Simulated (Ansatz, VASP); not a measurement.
## Cross-check of Pt (Pt(110)) between VASP and Ansatz

Wanted: the spread between two codes on one cell, functional and k mesh. The cell is taken from a series of runs on this material, whose earlier steps may have relaxed, scaled, displaced or heated it; both programs get it as it stands.

Calculated with Ansatz 0.2.0; plane waves, with VASP 6.6.1 beside it; single point at PBE.

## (1) The structure

The cell holds 6 atoms: 6 Pt. Its edges and angles: a = 3.920 Å, b = 2.772 Å, c = 24.930 Å, α = 90.0°, β = 90.0°, γ = 90.0°. Vacuum lies along c.

Coordinates:

```cif
data_structure
_symmetry_space_group_name_H-M 'P 1'
_symmetry_Int_Tables_number 1
_cell_length_a 3.9200
_cell_length_b 2.7719
_cell_length_c 24.9296
_cell_angle_alpha 90.000
_cell_angle_beta 90.000
_cell_angle_gamma 90.000
_cell_volume 270.88
loop_
_atom_site_label
_atom_site_type_symbol
_atom_site_fract_x
_atom_site_fract_y
_atom_site_fract_z
_atom_site_occupancy
Pt1 Pt 0.50000 0.50000 0.36102 1
Pt2 Pt 0.00000 0.00000 0.41661 1
Pt3 Pt 0.50000 0.50000 0.47220 1
Pt4 Pt 0.00000 0.00000 0.52780 1
Pt5 Pt 0.50000 0.50000 0.58339 1
Pt6 Pt 0.00000 0.00000 0.63898 1
```

## (2) Ansatz: single point, PBE

Ansatz runs on its default PAW (the set named soft_2) files.

A single point gives forces, pressure and levels at one fixed geometry, so differences don't come from the geometry; what else differs is listed under the comparison.

Contents of input.yaml:

```yaml
crystal:
  lattice:
    - [3.92, 0.0, 0.0]
    - [0.0, 2.7718585823, 0.0]
    - [0.0, 0.0, 24.9296464556]
  atoms:
    - { symbol: Pt, position: [0.5, 0.5, 0.3610159501] }
    - { symbol: Pt, position: [0.0, 0.0, 0.41660957] }
    - { symbol: Pt, position: [0.5, 0.5, 0.47220319] }
    - { symbol: Pt, position: [0.0, 0.0, 0.52779681] }
    - { symbol: Pt, position: [0.5, 0.5, 0.58339043] }
    - { symbol: Pt, position: [0.0, 0.0, 0.6389840499] }
kpoints:
  mp_grid: { grid: [14, 18, 1] }
hamiltonian:
  xc: pbe
scf:
  occupations: { method: fermi_dirac, width: 0.1 }
  convergence: { dr2_threshold: 1.0e-10 }
efield:
  axis: 3
  dipole_correction: true
  ramp_position: 0.97
  ramp_width: 0.06
  amplitude: 0
output:
  forces: true
  write_potential: true
  write_density: true
  volumetric_format: npy
```

The run is started by

```console
ansatz run input.yaml --threads 4 --pin off --max-ram 6144MiB --backend cpu --events-out ev --progress --plain --runs-dir out
```

Numbers of over 12 decimals in the logs are rounded to 6 here.

What it wrote:

```text
Engine: ansatz 0.2.0, x86_64-unknown-linux-gnu
Pseudopotentials: kind: paw
Pseudopotential: Pt, paw, valence charge 18, recommended cutoff 420 eV (normal), Pt.paw.azcp
Functional definition: PBE
  parameter kappa = 0.804
  parameter beta = 0.066725
  exchange = pbe_x(kappa = kappa, mu = beta*pi^2/3)
  correlation = pbe_c(beta = beta)
Crystal: 6 atoms, lattice volume = 270.878 Å³
Basis set: ecut = 420 eV, 5303 PW (Γ), exchange–correlation on 54×40×360 points (8 copies of the dense FFT grid, shifted against one another)
Bands: 65, of which v1, the nominal top of the filled ones, is band 54 counted from 1 (53 counted from 0)
Symmetry: 4 space group operations
k-points: 80 of 252
Non-local potential: Pt, projectors of the file, l = 0: 3, l = 1: 2, l = 2: 2, l = 3: 1
PAW form: soft (Blöchl's): semilocal exchange-correlation on the pseudo side does not see the compensation charge
PAW one-centre angular grid: Pt, 590 points (default); XC on 64 Gauss nodes
Initial density: superposition of atomic densities (neutral atoms: chi_scale 0, normalization atom), corrected by the library's trained network
Initial wavefunctions: pseudopotential atomic-orbital guess
Functional: x = pbe(κ = 0.804, μ = 0.219515), c = pbe(β = 0.066725)
SCF iter   1: F=—  HF=-75135.629004 eV  |F-HF|=—  |Δ(HF+E_count)|=         —  Δρ=1.14e-2  dr2=2.63e0  ethr=1.77e-3  p=0.000 e·Å  D=1.12e-13 V/Å  ΔV_dip=-0.00 eV  dr2_dipole=5.37e-9  V_vac-E_F(+/−)=4.96/4.96 eV  ⟨swp⟩=7.9  Hψ=22202  notcnv=0  defer=69
efield: sawtooth ramp at fractional position 0.9700 (set: `efield.ramp_position`, or a place that a band, a saddle search or an elastic batch's reference lends), width 0.0600; the density the first Hamiltonian is built on has a dipole p = 0.000 e·Å; the dipole correction subtracts the counter field D = 1.12e-13 V/Å, which shifts the + side's vacuum level by -0.00 eV against the − side's; the planar-averaged density in the ramp window peaks in size at 4.6e-6 e/Å³
preconditioner: auto → LDOS  [metal: Δε(μ)=0.003 eV  Ē_g=7.045 eV  σ=0.100 eV  W_gap=0.01  n_scr=54 (ndim 8)  ℏωp=17.5 eV  f_vac=0.601  D(μ)=10.68/eV (n_scr^D=76)  β→1.0]
SCF iter   2: F=—  HF=-75135.560149 eV  |F-HF|=—  |Δ(HF+E_count)|=   6.89e-2  Δρ=6.40e-3  dr2=1.92e-1  ethr=1.77e-3  p=-0.000 e·Å  D=-6.74e-5 V/Å  ΔV_dip=0.00 eV  dr2_dipole=2.90e-8  V_vac-E_F(+/−)=5.39/5.39 eV  ⟨swp⟩=2.2  Hψ=6461  notcnv=0  defer=170
SCF iter   3: F=—  HF=-75135.549192 eV  |F-HF|=—  |Δ(HF+E_count)|=   1.10e-2  Δρ=2.42e-3  dr2=1.12e-1  ethr=1.78e-4  p=0.000 e·Å  D=5.24e-5 V/Å  ΔV_dip=-0.00 eV  dr2_dipole=2.15e-11  V_vac-E_F(+/−)=5.29/5.29 eV  ⟨swp⟩=2.0  Hψ=7843  notcnv=0  defer=174
SCF iter   4: F=—  HF=-75135.542738 eV  |F-HF|=—  |Δ(HF+E_count)|=   6.45e-3  Δρ=5.93e-4  dr2=1.61e-3  ethr=1.04e-4  p=-0.000 e·Å  D=-3.18e-5 V/Å  ΔV_dip=0.00 eV  dr2_dipole=2.75e-8  V_vac-E_F(+/−)=5.38/5.38 eV  ⟨swp⟩=1.8  Hψ=5712  notcnv=0  defer=174
SCF iter   5: F=—  HF=-75135.543047 eV  |F-HF|=—  |Δ(HF+E_count)|=   3.08e-4  Δρ=2.24e-4  dr2=2.13e-4  ethr=1.49e-6  p=0.000 e·Å  D=3.93e-6 V/Å  ΔV_dip=-0.00 eV  dr2_dipole=7.36e-9  V_vac-E_F(+/−)=5.37/5.37 eV  ⟨swp⟩=2.1  Hψ=7969  notcnv=0  defer=174
SCF iter   6: F=—  HF=-75135.543070 eV  |F-HF|=—  |Δ(HF+E_count)|=   2.37e-5  Δρ=9.28e-5  dr2=7.25e-5  ethr=1.97e-7  p=-0.000 e·Å  D=-4.57e-6 V/Å  ΔV_dip=0.00 eV  dr2_dipole=1.56e-9  V_vac-E_F(+/−)=5.37/5.37 eV  ⟨swp⟩=2.1  Hψ=7846  notcnv=0  defer=174
SCF iter   7: F=—  HF=-75135.543048 eV  |F-HF|=—  |Δ(HF+E_count)|=   2.24e-5  Δρ=5.63e-5  dr2=1.64e-5  ethr=6.71e-8  p=-0.000 e·Å  D=-8.53e-8 V/Å  ΔV_dip=0.00 eV  dr2_dipole=3.32e-10  V_vac-E_F(+/−)=5.37/5.37 eV  ⟨swp⟩=2.0  Hψ=7069  notcnv=0  defer=174
SCF iter   8: F=—  HF=-75135.543059 eV  |F-HF|=—  |Δ(HF+E_count)|=   1.11e-5  Δρ=2.26e-5  dr2=3.99e-6  ethr=1.52e-8  p=-0.000 e·Å  D=-6.97e-8 V/Å  ΔV_dip=0.00 eV  dr2_dipole=8.57e-11  V_vac-E_F(+/−)=5.37/5.37 eV  ⟨swp⟩=2.0  Hψ=7315  notcnv=0  defer=174
SCF iter   9: F=—  HF=-75135.543099 eV  |F-HF|=—  |Δ(HF+E_count)|=   4.01e-5  Δρ=9.55e-6  dr2=4.08e-7  ethr=3.69e-9  p=-0.000 e·Å  D=-2.14e-7 V/Å  ΔV_dip=0.00 eV  dr2_dipole=3.73e-12  V_vac-E_F(+/−)=5.37/5.37 eV  ⟨swp⟩=2.0  Hψ=7650  notcnv=0  defer=171
SCF iter  10: F=—  HF=-75135.543099 eV  |F-HF|=—  |Δ(HF+E_count)|=   2.38e-7  Δρ=3.17e-6  dr2=4.02e-8  ethr=3.78e-10  p=0.000 e·Å  D=1.14e-7 V/Å  ΔV_dip=-0.00 eV  dr2_dipole=2.86e-12  V_vac-E_F(+/−)=5.37/5.37 eV  ⟨swp⟩=2.0  Hψ=7172  notcnv=0  defer=171
SCF iter  11: F=—  HF=-75135.543099 eV  |F-HF|=—  |Δ(HF+E_count)|=   3.56e-8  Δρ=6.81e-7  dr2=3.37e-9  ethr=3.73e-11  p=-0.000 e·Å  D=-1.45e-7 V/Å  ΔV_dip=0.00 eV  dr2_dipole=8.23e-13  V_vac-E_F(+/−)=5.37/5.37 eV  ⟨swp⟩=2.1  Hψ=7186  notcnv=0  defer=171
SCF iter  12: F=—  HF=-75135.543099 eV  |F-HF|=—  |Δ(HF+E_count)|=   9.92e-9  Δρ=2.07e-7  dr2=2.60e-10  ethr=3.12e-12  p=0.000 e·Å  D=1.26e-7 V/Å  ΔV_dip=-0.00 eV  dr2_dipole=1.53e-12  V_vac-E_F(+/−)=5.37/5.37 eV  ⟨swp⟩=2.0  Hψ=7723  notcnv=0  defer=171
SCF iter  13: F=-75135.543099 eV  HF=-75135.543099 eV  |F-HF|=1.75e-10  |Δ(HF+E_count)|=   1.94e-9  Δρ=8.88e-8  dr2=6.09e-11  ethr=1.00e-12  p=-0.000 e·Å  D=-7.33e-8 V/Å  ΔV_dip=0.00 eV  dr2_dipole=2.69e-13  V_vac-E_F(+/−)=5.37/5.37 eV  ⟨swp⟩=18.0  Hψ=34310  notcnv=0
SCF 1 converged in 13 iterations: F = -75135.543099 eV  dr2 = 6.09e-11
  greatest PAW one-centre occupation: 1.000 electrons in one spin orbital (limit 2), on the Pt atom at site 3 (counted from 0), in its partial waves of l = 0
WARN: The output density's exchange-correlation potential varies sharply where the density is thin. Do not read a vacuum level from v_tot or v_xc, or from such a field of the output density. On a cell that repeats whose density bears no net charge and no dipole along the vacuum's axis use v_es (v_loc + v_h of the components); under efield.dipole_correction with no amplitude use v_es + v_field, which holds any externa [...]
SCF converged after 13 iterations
Free energy (F): -75135.543099 eV
Harris-Foulkes:  -75135.543099 eV  (|F-HF|=1.75e-10)
Internal energy: -75135.166592 eV  (E = F + TS)
E sigma→0 (E₀):  -75135.354846 eV
Entropy (-TS):   -0.376507 eV (-62.751 meV/atom)
Fermi energy:    4.200047 eV
Dipole field:    D = -0.000001 V/Å  (p = -0.000001 e·Å, saw-weighted, corrected)
Work function:   Φ+ = 5.3663 eV   Φ− = 5.3663 eV
Levels:          The Fermi level and band energies are counted from a zero that moves with the ramp; work functions are not
--- Per-component energies (eV) ---
  E_band       = -2801.415217
  E_kinetic    = 3822.214600
  E_local      = -189026.387215  (includes V_loc(G=0)·N_el)
  E_nonlocal   = 1201.720718
  E_hartree    = 92372.177711
  E_xc         = -1566.498740
  E_vxc        = -1811.105039  (∫ρ·V_xc dr)
  E_paw        = -56724.818719  (= ΣΔE_a)
  E_vpaw       = -1732.214587  (= ΣTr[D̂ρ^β])
  E_aug_tail   = 0.001194  (compensation charges beyond the density's cutoff)
  E_efield     = 0.000000  (sawtooth field / dipole correction)
  E_vefield    = 0.000000  (∫n·V_field dr)
  E_ewald      = 74786.423859
  E_smearing   = -0.376507  (= −TS)
  E_closure    = -0.000000  (closes the sum)
  Σ components = -75135.543099   (vs F -75135.543099, Δ=0.00e0)
--- Forces (eV/Å), atoms counted from 1 ---
  atom   1  Pt     0.00000000     0.00000000     0.33563769
  atom   2  Pt     0.00000000     0.00000000    -1.06199570
  atom   3  Pt     0.00000000     0.00000000    -0.16481100
  atom   4  Pt     0.00000000     0.00000000     0.16480890
  atom   5  Pt     0.00000000     0.00000000     1.06199561
  atom   6  Pt     0.00000000     0.00000000    -0.33563527
  max |Σ_I F_I| component: 2.47e-7 eV/Å
--- Band table (eV; the first three rows and the last of 80) ---
  k-point 0: bands = [... 50 lower, 3.4557, 3.6392, 3.7713, 4.0135, 4.1397, 4.2964, 4.6477, 5.0335, ... 7 higher]
  k-point 1: bands = [... 50 lower, 3.5603, 3.6114, 3.8019, 3.8436, 4.0825, 4.4444, 4.4678, 5.0788, ... 7 higher]
  k-point 2: bands = [... 50 lower, 3.5744, 3.6626, 3.6722, 3.7343, 4.0523, 4.2248, 4.5991, 5.2132, ... 7 higher]
  k-point 79: bands = [... 50 lower, 4.2908, 4.2908, 4.4844, 4.4844, 5.4153, 5.4153, 8.1895, 8.1895, ... 7 higher]
```

Reading the cycles: dr2 is the Hartree energy of the density residual (eV), the measure of convergence; HF is the Harris–Foulkes estimate of the energy, which meets the free energy F at convergence.

## (3) VASP: single point, PBE

The same cell, functional, mesh and smearing now go to VASP, with its own data sets.

Lines of VASP's logs that name or quote its potential files are left out, and so is its time.

Contents of INCAR:

```
SYSTEM = Pt
PREC = Accurate
ENCUT = 400
EDIFF = 1E-06
NELM = 120
ISMEAR = -1
SIGMA = 0.1
LREAL = .FALSE.
ALGO = Normal
GGA = PE
NBANDS = 37
LASPH = .TRUE.
LORBIT = 11
LWAVE = .FALSE.
LCHARG = .FALSE.
ISIF = 2
LDIPOL = .TRUE.
IDIPOL = 3
DIPOL = 0.5 0.5 0.5
LVHAR = .TRUE.
GGA_COMPAT = .FALSE.
NELMDL = -8
KPAR = 2
```

Contents of POSCAR:

```
Pt
1.0
    3.9200000000      0.0000000000      0.0000000000
    0.0000000000      2.7718585823      0.0000000000
    0.0000000000      0.0000000000     24.9296464556
Pt
6
Direct
    0.5000000000      0.5000000000      0.3610159501
    0.0000000000      0.0000000000      0.4166095700
    0.5000000000      0.5000000000      0.4722031900
    0.0000000000      0.0000000000      0.5277968100
    0.5000000000      0.5000000000      0.5833904300
    0.0000000000      0.0000000000      0.6389840499
```

Contents of KPOINTS:

```
Automatic mesh
0
Gamma
14 18 1
0 0 0
```

PAW data sets: Pt (PBE family, release 64).

The run is started by

```console
mpirun -np 2 vasp_std
```

What it wrote:

```text
[banner, memory and clock lines left out]
running    2 mpi-ranks, on    1 nodes
 distrk:  each k-point on    1 cores,    2 groups
 distr:  one band on    1 cores,    1 groups

 POSCAR found type information on POSCAR Pt
 POSCAR found :  1 types and       6 ions
 LDA part: xc-table for (Slater+PW92), standard interpolation
 POSCAR, INCAR and KPOINTS ok, starting setup
 FFT: planning ... GRIDC
 FFT: planning ... GRID_SOFT
 FFT: planning ... GRID
 WAVECAR not read
 entering main loop
       N       E                     dE             d eps       ncg     rms          rms(c)
DAV:   1     0.368983983541E+03    0.36898E+03   -0.22839E+04  5920   0.111E+03
DAV:   2    -0.120052903445E+02   -0.38099E+03   -0.35932E+03  7668   0.250E+02
DAV:   3    -0.354929874400E+02   -0.23488E+02   -0.21665E+02  6989   0.596E+01
DAV:   4    -0.363188388132E+02   -0.82585E+00   -0.78795E+00  7659   0.108E+01
DAV:   5    -0.363428815243E+02   -0.24043E-01   -0.23744E-01  7543   0.174E+00
DAV:   6    -0.363436874906E+02   -0.80597E-03   -0.80566E-03  8267   0.302E-01
DAV:   7    -0.363437071474E+02   -0.19657E-04   -0.19652E-04  7655   0.423E-02
DAV:   8    -0.363437079376E+02   -0.79025E-06   -0.79015E-06  6145   0.754E-03    0.265E+01
DAV:   9    -0.363342676733E+02    0.94403E-02   -0.15382E+01  6756   0.250E+01    0.237E+01
DAV:  10    -0.381380259385E+02   -0.18038E+01   -0.39857E+01  6749   0.396E+01    0.176E+01
DAV:  11    -0.353628933908E+02    0.27751E+01   -0.10571E+01  6689   0.237E+01    0.878E+00
DAV:  12    -0.342340887949E+02    0.11288E+01   -0.68869E+00  6438   0.190E+01    0.529E+00
DAV:  13    -0.341370355678E+02    0.97053E-01   -0.99180E-01  6801   0.628E+00    0.309E+00
DAV:  14    -0.340784353888E+02    0.58600E-01   -0.50014E-01  6707   0.478E+00    0.120E+00
[...]
DAV:  20    -0.340647084447E+02   -0.16507E-04   -0.82951E-06  6223   0.162E-02    0.671E-03
DAV:  21    -0.340647325081E+02   -0.24063E-04   -0.21271E-06  4522   0.494E-03    0.461E-03
DAV:  22    -0.340647657945E+02   -0.33286E-04   -0.37195E-06  4947   0.634E-03    0.839E-03
DAV:  23    -0.340647873835E+02   -0.21589E-04   -0.61320E-06  4410   0.149E-02    0.430E-03
DAV:  24    -0.340647934373E+02   -0.60538E-05   -0.68221E-07  3979   0.429E-03    0.196E-03
DAV:  25    -0.340647963392E+02   -0.29019E-05   -0.19030E-07  3763   0.191E-03    0.978E-04
DAV:  26    -0.340647984493E+02   -0.21102E-05   -0.17160E-07  3854   0.110E-03    0.771E-04
DAV:  27    -0.340647991292E+02   -0.67991E-06   -0.10760E-07  3737   0.131E-03
   1 F= -.34064799E+02 E0= -.33875291E+02  d E =-.379015E+00
```

Parts of OUTCAR (step 3):

```text
ion  position               nearest neighbor table
   1  0.500  0.500  0.361-   3 2.77   2 2.77   2 2.77   2 2.77   2 2.77
   2  0.000  0.000  0.417-   1 2.77   1 2.77   1 2.77   1 2.77   3 2.77   3 2.77   3 2.77   3 2.77
                             4 2.77
   3  0.500  0.500  0.472-   1 2.77   4 2.77   4 2.77   4 2.77   4 2.77   2 2.77   2 2.77   2 2.77
                             2 2.77   5 2.77
   4  0.000  0.000  0.528-   6 2.77   3 2.77   3 2.77   3 2.77   3 2.77   5 2.77   5 2.77   5 2.77
                             5 2.77   2 2.77
   5  0.500  0.500  0.583-   6 2.77   6 2.77   6 2.77   6 2.77   4 2.77   4 2.77   4 2.77   4 2.77
                             3 2.77
   6  0.000  0.000  0.639-   4 2.77   5 2.77   5 2.77   5 2.77   5 2.77

  LATTYP: Found a simple orthorhombic cell.
 ALAT       =     2.7718585823
 B/A-ratio  =     1.4142135623
 C/A-ratio  =     8.9938377862

 Subroutine GETGRP returns: Found  8 space group operations
 (whereof  4 operations were pure point group operations)

The static configuration has the point symmetry C_2v.
 The point group associated with its full space group is D_2h.

 Found     80 irreducible k-points:

   k-points           NKPTS =     80   k-points in BZ     NKDIM =     80   number of bands    NBANDS=     37

   dimension x,y,z NGX =    28 NGY =   18 NGZ =  168
   dimension x,y,z NGXF=    56 NGYF=   36 NGZF=  336

   ENCUT  =  400.0 eV  29.40 Ry    5.42 a.u.   6.39  4.52 40.65*2*pi/ulx,y,z

   NELECT =      60.0000    total number of electrons

 k-points in reciprocal lattice and weights: Automatic mesh
   0.00000000  0.00000000  0.00000000       0.004
   0.07142857  0.00000000  0.00000000       0.008
   0.14285714  0.00000000  0.00000000       0.008
   0.21428571  0.00000000  0.00000000       0.008
   0.28571429  0.00000000  0.00000000       0.008
   0.35714286  0.00000000  0.00000000       0.008
   0.42857143  0.00000000  0.00000000       0.008
   0.50000000  0.00000000  0.00000000       0.004
   0.00000000  0.05555556  0.00000000       0.008
[...]
0.42857143  0.50000000  0.00000000       0.008
   0.50000000  0.50000000  0.00000000       0.004

 dipolmoment           0.000000      0.000000     -0.000000 electrons x Angstroem

 average (electrostatic) potential at core
       1 -73.1272       2 -73.9416       3 -74.0569       4 -74.0569       5 -73.9416
       6 -73.1272

 E-fermi :   0.1402

 k-point     1 :       0.0000    0.0000    0.0000
  band No.  band energies     occupation
    ...
     28      -0.4182      1.99252
     29      -0.2827      1.97130
     30      -0.0432      1.72453
     31       0.0802      1.29138
     32       0.2313      0.57390
     33       0.5825      0.02373
     34       0.9765      0.00047
     35       3.1185      0.00000
     36       3.5049      0.00000
     37       4.9778      0.00000

 k-point     2 :       0.0714    0.0000    0.0000
  band No.  band energies     occupation
    ...
     27      -0.6220      1.99902
     28      -0.3448      1.98447
     29      -0.2708      1.96773
     30      -0.1152      1.85577
     31       0.0363      1.47762
     32       0.2820      0.39022
     33       0.5419      0.03540
     34       0.9776      0.00046
     35       3.1285      0.00000
     36       3.1372      0.00000
    ...

 k-point     3 :       0.1429    0.0000    0.0000
  band No.  band energies     occupation
    ...
     27      -0.6699      1.99939
     28      -0.3262      1.98132
     29      -0.2232      1.94857
     30      -0.1787      1.92089
     31      -0.0191      1.66214
     32       0.3533      0.21236
     33       0.4367      0.09811
     34       0.9828      0.00044
     35       2.2870      0.00000
     36       3.1839      0.00000
    ...

  Total       -0.3668287     -2.5982838      2.0201367      0.0000000      0.0000000      0.0000000
  in kB       -2.1697046    -15.3682323     11.9486294      0.0000000      0.0000000      0.0000000
  external PRESSURE =      -1.8631025 kB  Pullay stress =       0.0000000 kB

  energy-cutoff  :      400.00
  volume of cell :      270.88
      direct lattice vectors                 reciprocal lattice vectors
     3.920000000  0.000000000  0.000000000     0.255102041  0.000000000  0.000000000
     0.000000000  2.771858582  0.000000000     0.000000000  0.360768766  0.000000000
     0.000000000  0.000000000 24.929646456     0.000000000  0.000000000  0.040112883

 POSITION                                       TOTAL-FORCE (eV/Angst)
 -----------------------------------------------------------------------------------
      1.96000      1.38593      9.00000         0.000000      0.000000      0.358580
      0.00000      0.00000     10.38593         0.000000      0.000000     -1.046786
      1.96000      1.38593     11.77186         0.000000      0.000000     -0.169326
      0.00000      0.00000     13.15779         0.000000      0.000000      0.169326
      1.96000      1.38593     14.54372         0.000000      0.000000      1.046786
      0.00000      0.00000     15.92965         0.000000      0.000000     -0.358580
 -----------------------------------------------------------------------------------
    total drift:                                0.000000      0.000000     -0.000000

  FREE ENERGIE OF THE ION-ELECTRON SYSTEM (eV)
  ---------------------------------------------------
  free  energy   TOTEN  =       -34.0647991292 eV

  energy  without entropy=      -33.6857837735  energy(sigma->0) =      -33.87529145

 vacuum level on the upper side and lower side of the slab         5.508         5.508

 total charge
# of ion       s       p       d       tot
------------------------------------------
    1        0.607   0.355   8.068   9.030
    2        0.633   0.574   8.002   9.208
    3        0.639   0.608   8.037   9.283
    4        0.639   0.608   8.037   9.283
    5        0.633   0.574   8.002   9.208
    6        0.607   0.355   8.068   9.030
--------------------------------------------------
tot          3.757   3.073  48.212  55.042

[... 3 further parts left out ...]
```

## (4) Differences

Known differences besides the potentials themselves: the data sets hold 108 valence electrons in Ansatz (on its default PAW (the set named soft_2) files) and 60 in VASP; the cutoff is 420 eV in Ansatz and 400 eV in VASP. Total energies have different zeros and are not compared.

The two programs side by side:

| quantity | Ansatz | VASP | difference |
| --- | --- | --- | --- |
| work function, lower of the two faces (eV) | 5.37 | 5.37 | 0.00 |
| work function, higher of the two faces (eV) | 5.37 | 5.37 | 0.00 |

Forces (eV/Å; atoms numbered as in POSCAR):

| atom | Ansatz x, y, z | VASP x, y, z |
| --- | --- | --- |
| Pt1 | 0.000, 0.000, 0.336 | 0.000, 0.000, 0.359 |
| Pt2 | 0.000, 0.000, -1.062 | 0.000, 0.000, -1.047 |
| Pt3 | 0.000, 0.000, -0.165 | 0.000, 0.000, -0.169 |
| Pt4 | 0.000, 0.000, 0.165 | 0.000, 0.000, 0.169 |
| Pt5 | 0.000, 0.000, 1.062 | 0.000, 0.000, 1.047 |
| Pt6 | 0.000, 0.000, -0.336 | 0.000, 0.000, -0.359 |

The forces differ by 9.3 meV/Å r.m.s., which is 2.5 % of the r.m.s. force of 0.373 eV/Å (both taken over all components). With vacuum in the cell, a pressure given here is an average over mostly empty space and none of the material.

## (5) Results

- r.m.s. force difference (single point, PBE): 2.5 % of the r.m.s. force

The r.m.s. force difference is 2.5 % of the r.m.s. force (single point, PBE), within the 3 % picked in this series as the mark of a large difference. The data sets hold unlike numbers of valence electrons (108 in Ansatz and 60 in VASP), so part of the differences comes from the potentials. How closely two codes agree says nothing of how well the functional describes the real material.

[Lines on the potential files, build, host, timing and source positions are cut from VASP's logs without a mark.]

[Logs are printed without paths, hosts, clocks, repeated set-up lines and the standing remarks that a program may print on its own settings, such as how far it seeks lower states.]

[Hosts, paths, dates, database ids (printed as entryN), source tags and the programs' standing remarks are cut or masked in the printed files.]
